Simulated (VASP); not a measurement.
# TaN: how cutoff and mesh change the relaxed cell

Aim: test the relaxed volume of TaN against cutoff and mesh. The starting structure is a computed structure from the Materials Project. The first relaxation on each setting starts from this cell expanded by 3 % in volume.

Main program and level: VASP 6.6.1; Kohn-Sham DFT with plane waves and PAW; PBEsol.

## Step 1: The starting structure

The structure is cubic, space group Fm-3m (No. 225). The conventional cell has a = 4.423 Å, b = 4.423 Å, c = 4.423 Å, α = 90.00°, β = 90.00°, γ = 90.00°. Nearest to Ta lie 6 N at 2.21 Å. Nearest to N lie 6 Ta at 2.21 Å. Farther neighbours and most contacts between anions are not listed.

Structure file:

```cif
data_structure
_symmetry_space_group_name_H-M 'P 1'
_symmetry_Int_Tables_number 1
_cell_length_a 3.1273
_cell_length_b 3.1273
_cell_length_c 3.1273
_cell_angle_alpha 60.000
_cell_angle_beta 60.000
_cell_angle_gamma 60.000
_cell_volume 21.63
loop_
_atom_site_label
_atom_site_type_symbol
_atom_site_fract_x
_atom_site_fract_y
_atom_site_fract_z
_atom_site_occupancy
Ta1 Ta 0.50000 0.50000 0.50000 1
N2 N 0.00000 0.00000 0.00000 1
```

## Step 2: Reference relaxation

This run starts from the cell of an earlier relaxation, which isn't shown; the restart sets up the plane waves anew.

INCAR reads:

```
SYSTEM = TaN
PREC = Accurate
ENCUT = 520
EDIFF = 1E-06
NELM = 100
ISMEAR = 1
SIGMA = 0.15
LREAL = .FALSE.
ALGO = Normal
GGA = PS
NBANDS = 14
LASPH = .TRUE.
LORBIT = 11
LWAVE = .FALSE.
LCHARG = .FALSE.
KPAR = 4
IBRION = 2
NSW = 50
ISIF = 3
EDIFFG = -0.006
```

POSCAR reads:

```
TaN
1.0
    0.0000000000      2.1897569518      2.1897569518
    2.1897569518      0.0000000000      2.1897569518
    2.1897569518      2.1897569518      0.0000000000
Ta N
1 1
Direct
    0.5000000000      0.5000000000      0.5000000000
    0.0000000000      0.0000000000      0.0000000000
```

KPOINTS reads:

```
Automatic mesh
0
Gamma
18 18 18
0 0 0
```

The projector-augmented-wave data sets are Ta_pv and N (PBE family, release 64).

Run with:

```
> mpirun -np 4 vasp_std
```

The program printed:

```text
[banner, memory and clock lines left out]
running    4 mpi-ranks, on    1 nodes
 distrk:  each k-point on    1 cores,    4 groups
 distr:  one band on    1 cores,    1 groups

 POSCAR found type information on POSCAR TaN
 POSCAR found :  2 types and       2 ions
|                                                                             |
|               ----> ADVICE to this user running VASP <----                  |
|                                                                             |
|     You enforced a specific xc type in the INCAR file but a different       |
|     [... a line on the potential file left out ...]
|     I HOPE YOU KNOW WHAT YOU ARE DOING!                                     |
|                                                                             |

 LDA part: xc-table for (Slater+PW92), standard interpolation
 POSCAR, INCAR and KPOINTS ok, starting setup
 FFT: planning ... GRIDC
 FFT: planning ... GRID_SOFT
 FFT: planning ... GRID
 WAVECAR not read
 entering main loop
       N       E                     dE             d eps       ncg     rms          rms(c)
DAV:   1     0.893030193181E+02    0.89303E+02   -0.88912E+03  5468   0.121E+03
DAV:   2    -0.230236130233E+02   -0.11233E+03   -0.10556E+03  6714   0.317E+02
DAV:   3    -0.259863897739E+02   -0.29628E+01   -0.29310E+01  6272   0.480E+01
DAV:   4    -0.260012857156E+02   -0.14896E-01   -0.14886E-01  6372   0.354E+00
DAV:   5    -0.260013782581E+02   -0.92542E-04   -0.92541E-04  6174   0.256E-01    0.250E+01
DAV:   6    -0.233394278177E+02    0.26620E+01   -0.57284E+00  6192   0.269E+01    0.106E+01
DAV:   7    -0.232513949090E+02    0.88033E-01   -0.35836E-01  6846   0.571E+00    0.716E+00
DAV:   8    -0.232168971581E+02    0.34498E-01   -0.13111E-01  6480   0.330E+00    0.141E+00
DAV:   9    -0.232128497451E+02    0.40474E-02   -0.12296E-02  6048   0.964E-01    0.364E-01
DAV:  10    -0.232127007450E+02    0.14900E-03   -0.50438E-04  7452   0.280E-01    0.105E-01
DAV:  11    -0.232126706890E+02    0.30056E-04   -0.58794E-05  6158   0.787E-02    0.182E-02
DAV:  12    -0.232126705760E+02    0.11300E-06   -0.33331E-06  7044   0.178E-02
   1 F= -.23212671E+02 E0= -.23212451E+02  d E =-.232127E+02
 curvature:   0.00 expect dE= 0.000E+00 dE for cont linesearch  0.000E+00
 trial: gam= 0.00000 g(F)=  0.176E-60 g(S)=  0.749E-07 ort = 0.000E+00 (trialstep = 0.100E+01)
 search vector abs. value=  0.750E-07
 reached required accuracy - stopping structural energy minimisation
```

The job ended after 7.6 s (4 MPI ranks of AMD EPYC 9R45, shared host; peak memory 0.64 GiB; 29 s of CPU time).

Lines that name or quote the potential files are left out of all logs, and their timing lines are given in words.

OUTCAR, selected parts (step 2):

```text
ion  position               nearest neighbor table
   1  0.500  0.500  0.500-   2 2.19   2 2.19   2 2.19   2 2.19   2 2.19   2 2.19
   2  0.000  0.000  0.000-   1 2.19   1 2.19   1 2.19   1 2.19   1 2.19   1 2.19

  LATTYP: Found a face centered cubic cell.
 ALAT       =     4.3795139036

 Subroutine GETGRP returns: Found 48 space group operations
 (whereof 48 operations were pure point group operations)

The static configuration has the point symmetry O_h .

 Found    195 irreducible k-points:

   k-points           NKPTS =    195   k-points in BZ     NKDIM =    195   number of bands    NBANDS=     14

   dimension x,y,z NGX =    24 NGY =   24 NGZ =   24
   dimension x,y,z NGXF=    48 NGYF=   48 NGZF=   48

   ENCUT  =  520.0 eV  38.22 Ry    6.18 a.u.   5.76  5.76  5.76*2*pi/ulx,y,z

   NELECT =      16.0000    total number of electrons

 k-points in reciprocal lattice and weights: Automatic mesh
   0.00000000  0.00000000  0.00000000       0.000
   0.05555556  0.00000000  0.00000000       0.001
   0.11111111  0.00000000  0.00000000       0.001
   0.16666667  0.00000000  0.00000000       0.001
   0.22222222  0.00000000  0.00000000       0.001
   0.27777778  0.00000000  0.00000000       0.001
   0.33333333  0.00000000  0.00000000       0.001
   0.38888889  0.00000000  0.00000000       0.001
   0.44444444  0.00000000  0.00000000       0.001
[...]
-0.27777778  0.44444444  0.22222222       0.004
  -0.27777778  0.50000000  0.22222222       0.002

 average (electrostatic) potential at core
       1 -34.4373       2 -61.2276

 E-fermi :   9.5308

 k-point     1 :       0.0000    0.0000    0.0000
  band No.  band energies     occupation
    ...
      8       7.3542      2.00000
      9       7.3542      2.00000
     10       7.3542      2.00000
     11       9.5468      0.82121
     12       9.5468      0.82120
     13      11.1696     -0.00000
     14      18.8992      0.00000

 k-point     2 :       0.0556    0.0000    0.0000
  band No.  band energies     occupation
    ...
      6       5.4016      2.00000
      7       5.4016      2.00000
      8       7.4858      2.00000
      9       7.4858      2.00000
     10       7.5535      2.00000
     11       9.8719     -0.00600
     12       9.8719     -0.00600
     13      11.4014     -0.00000
     14      19.1382      0.00000

 k-point     3 :       0.1111    0.0000    0.0000
  band No.  band energies     occupation
    ...
      6       4.7804      2.00000
      7       4.7804      2.00000
      8       7.7944      2.00000
      9       7.7944      2.00000
     10       7.8662      2.00000
     11      10.6844     -0.00000
     12      10.6844     -0.00000
     13      12.0117     -0.00000
     14      19.8126      0.00000

  Total       -0.0010173     -0.0010173     -0.0010173      0.0000000      0.0000000      0.0000000
  in kB       -0.0776178     -0.0776178     -0.0776178      0.0000000      0.0000000      0.0000000
  external PRESSURE =      -0.0776178 kB  Pullay stress =       0.0000000 kB

  energy-cutoff  :      520.00
  volume of cell :       21.00
      direct lattice vectors                 reciprocal lattice vectors
     0.000000000  2.189756952  2.189756952    -0.228335843  0.228335843  0.228335843
     2.189756952  0.000000000  2.189756952     0.228335843 -0.228335843  0.228335843
     2.189756952  2.189756952  0.000000000     0.228335843  0.228335843 -0.228335843

 POSITION                                       TOTAL-FORCE (eV/Angst)
 -----------------------------------------------------------------------------------
      2.18976      2.18976      2.18976         0.000000      0.000000      0.000000
      0.00000      0.00000      0.00000        -0.000000     -0.000000     -0.000000
 -----------------------------------------------------------------------------------
    total drift:                                0.000000     -0.000000     -0.000000

  FREE ENERGIE OF THE ION-ELECTRON SYSTEM (eV)
  ---------------------------------------------------
  free  energy   TOTEN  =       -23.2126705760 eV

  energy  without entropy=      -23.2120106475  energy(sigma->0) =      -23.21245060

 reached required accuracy - stopping structural energy minimisation

 total charge
# of ion       s       p       d       tot
------------------------------------------
    1        0.277   6.230   2.476   8.983
    2        1.222   2.536   0.000   3.759
--------------------------------------------------
tot          1.499   8.767   2.476  12.741

[... 3 further parts left out ...]
```

CONTCAR:

```
TaN
   1.00000000000000
     0.0000000000000000    2.1897569518000002    2.1897569518000002
     2.1897569518000002    0.0000000000000000    2.1897569518000002
     2.1897569518000002    2.1897569518000002    0.0000000000000000
  Ta              N
     1     1
Direct
     0.5000000000000000    0.5000000000000000    0.5000000000000000
     0.0000000000000000    0.0000000000000000    0.0000000000000000
```

The PAW data sets were made with PBE, which is usual practice but a small mismatch for other functionals. The run keeps the 48 symmetry operations of its start, so it cannot find a distortion of lower symmetry.

The reference relaxation ends at 10.500 Å³ an atom.

## Step 3: Relaxation with a cutoff of 400 eV

Against step 2 the input has ENCUT = 400. This run starts from the cell of an earlier relaxation, which isn't shown; the restart sets up the plane waves anew.

INCAR, as its differences from that of step 2:

```diff
@@ -2,3 +2,3 @@
 PREC = Accurate
-ENCUT = 520
+ENCUT = 400
 EDIFF = 1E-06
```

POSCAR reads:

```
TaN
1.0
    0.0000000000      2.1852810880      2.1852810880
    2.1852810880      0.0000000000      2.1852810880
    2.1852810880      2.1852810880      0.0000000000
Ta N
1 1
Direct
    0.5000000000      0.5000000000      0.5000000000
    0.0000000000      0.0000000000      0.0000000000
```

KPOINTS is that of step 2.

Run with:

```
> mpirun -np 4 vasp_std
```

The program printed:

```text
[banner, memory and clock lines left out]
running    4 mpi-ranks, on    1 nodes
[...]
[... a notice as in an earlier step ...]

 LDA part: xc-table for (Slater+PW92), standard interpolation
 POSCAR, INCAR and KPOINTS ok, starting setup
[...]
entering main loop
       N       E                     dE             d eps       ncg     rms          rms(c)
DAV:   1     0.747639469192E+02    0.74764E+02   -0.76531E+03  5476   0.995E+02
DAV:   2    -0.235877817589E+02   -0.98352E+02   -0.92895E+02  6726   0.276E+02
DAV:   3    -0.259644273407E+02   -0.23766E+01   -0.23577E+01  6174   0.407E+01
DAV:   4    -0.259753707557E+02   -0.10943E-01   -0.10941E-01  6408   0.291E+00
[...]
DAV:  10    -0.232115692716E+02    0.15981E-03   -0.44388E-04  7368   0.253E-01    0.922E-02
DAV:  11    -0.232115456586E+02    0.23613E-04   -0.48143E-05  6144   0.710E-02    0.161E-02
DAV:  12    -0.232115452299E+02    0.42861E-06   -0.27232E-06  6852   0.156E-02
   1 F= -.23211545E+02 E0= -.23211329E+02  d E =-.232115E+02
[...]
DAV:   4    -0.232098206189E+02   -0.13889E-04   -0.47556E-05  6234   0.722E-02    0.465E-02
DAV:   5    -0.232098304262E+02   -0.98074E-05   -0.13215E-05  7548   0.351E-02    0.646E-03
DAV:   6    -0.232098309441E+02   -0.51791E-06   -0.43540E-07  3804   0.692E-03
   2 F= -.23209831E+02 E0= -.23209616E+02  d E =0.171429E-02
 trial-energy change:    0.001714  1 .order    0.001732   -0.002035    0.005499
 step:   0.2729(harm=  0.2701)  dis= 0.00000  next Energy=   -23.211823 (dE=-0.278E-03)
[...]
N       E                     dE             d eps       ncg     rms          rms(c)
DAV:   1    -0.232170744726E+02   -0.72440E-02   -0.17047E-01  5784   0.486E+00    0.843E-01
DAV:   2    -0.232129265153E+02    0.41480E-02   -0.48362E-03  6630   0.715E-01    0.347E-01
DAV:   3    -0.232118198731E+02    0.11066E-02   -0.29600E-03  6774   0.571E-01    0.596E-02
DAV:   4    -0.232118240333E+02   -0.41601E-05   -0.24905E-05  6270   0.519E-02    0.327E-02
DAV:   5    -0.232118250362E+02   -0.10029E-05   -0.68523E-06  7578   0.251E-02    0.501E-03
DAV:   6    -0.232118249051E+02    0.13108E-06   -0.23376E-07  3392   0.502E-03
   3 F= -.23211825E+02 E0= -.23211609E+02  d E =-.279675E-03
[...]
reached required accuracy - stopping structural energy minimisation
```

Elapsed: 11 s, on 4 MPI ranks; peak memory 0.55 GiB.

From OUTCAR (step 3):

```text
  Total        0.0006331      0.0006331      0.0006331     -0.0000000     -0.0000000      0.0000000
  in kB        0.0487632      0.0487632      0.0487632     -0.0000000     -0.0000000      0.0000000
  external PRESSURE =       0.0487632 kB  Pullay stress =       0.0000000 kB

 POSITION                                       TOTAL-FORCE (eV/Angst)
 -----------------------------------------------------------------------------------
      2.18287      2.18287      2.18287        -0.000000     -0.000000      0.000000
      0.00000      0.00000     -0.00000         0.000000      0.000000     -0.000000
 -----------------------------------------------------------------------------------
    total drift:                                0.000000      0.000000      0.000000

  FREE ENERGIE OF THE ION-ELECTRON SYSTEM (eV)
  ---------------------------------------------------
  free  energy   TOTEN  =       -23.2118249051 eV

  energy  without entropy=      -23.2111777639  energy(sigma->0) =      -23.21160919

[... 2 parts as in an earlier step ...]

[... 2 further parts left out ...]
[key lines of the parts left out:]
E-fermi :   9.6443
```

With a cutoff of 400 eV the cell ends at 10.401 Å³ an atom, -0.94 % from the reference.

## Step 4: Relaxation with a 10×10×10 mesh

Against step 2 the input has a 10×10×10 mesh. This run starts from the cell of an earlier relaxation, which isn't shown; the restart sets up the plane waves anew.

INCAR, as its differences from that of step 3:

```diff
@@ -2,3 +2,3 @@
 PREC = Accurate
-ENCUT = 400
+ENCUT = 520
 EDIFF = 1E-06
```

POSCAR reads:

```
TaN
1.0
    0.0000000000      2.1895938655      2.1895938655
    2.1895938655      0.0000000000      2.1895938655
    2.1895938655      2.1895938655      0.0000000000
Ta N
1 1
Direct
    0.5000000000      0.5000000000      0.5000000000
    0.0000000000      0.0000000000      0.0000000000
```

KPOINTS reads:

```
Automatic mesh
0
Gamma
10 10 10
0 0 0
```

Run with:

```
> mpirun -np 4 vasp_std
```

The program printed:

```text
[... set-up lines as in an earlier step ...]
 entering main loop
       N       E                     dE             d eps       ncg     rms          rms(c)
DAV:   1     0.870175508103E+02    0.87018E+02   -0.87922E+03  1316   0.121E+03
DAV:   2    -0.231171961979E+02   -0.11013E+03   -0.10430E+03  1598   0.311E+02
DAV:   3    -0.259973130824E+02   -0.28801E+01   -0.28355E+01  1492   0.469E+01
DAV:   4    -0.260120704508E+02   -0.14757E-01   -0.14753E-01  1520   0.345E+00
[...]
DAV:  10    -0.232243919147E+02    0.15074E-03   -0.44004E-04  1736   0.260E-01    0.108E-01
DAV:  11    -0.232243647255E+02    0.27189E-04   -0.53559E-05  1490   0.726E-02    0.165E-02
DAV:  12    -0.232243647613E+02   -0.35853E-07   -0.28713E-06  1646   0.164E-02
   1 F= -.23224365E+02 E0= -.23224306E+02  d E =-.232244E+02
[...]
reached required accuracy - stopping structural energy minimisation
```

Wall time 3 s (4 MPI ranks); peak memory 0.46 GiB.

From OUTCAR (step 4):

```text
  Total       -0.0006041     -0.0006041     -0.0006041      0.0000000     -0.0000000      0.0000000
  in kB       -0.0461029     -0.0461029     -0.0461029      0.0000000     -0.0000000      0.0000000
  external PRESSURE =      -0.0461029 kB  Pullay stress =       0.0000000 kB

 POSITION                                       TOTAL-FORCE (eV/Angst)
 -----------------------------------------------------------------------------------
      2.18959      2.18959      2.18959         0.000000     -0.000000      0.000000
      0.00000      0.00000      0.00000        -0.000000      0.000000     -0.000000
 -----------------------------------------------------------------------------------
    total drift:                                0.000000     -0.000000     -0.000000

  FREE ENERGIE OF THE ION-ELECTRON SYSTEM (eV)
  ---------------------------------------------------
  free  energy   TOTEN  =       -23.2243647613 eV

  energy  without entropy=      -23.2241871646  energy(sigma->0) =      -23.22430556

[... 1 part as in an earlier step ...]

[... 3 further parts left out ...]
[key lines of the parts left out:]
E-fermi :   9.5440
```

With a 10×10×10 mesh the cell ends at 10.498 Å³ an atom, -0.02 % from the reference.

(Continued in part 2 of 2.)

[Lines on the potential files, build, host, timing and source positions are cut from VASP's logs without a mark.]

[Logs are printed without paths, hosts, clocks, repeated set-up lines and the standing remarks that a program may print on its own settings, such as how far it seeks lower states.]

[Hosts, paths, dates, database ids (printed as entryN), source tags and the programs' standing remarks are cut or masked in the printed files.]
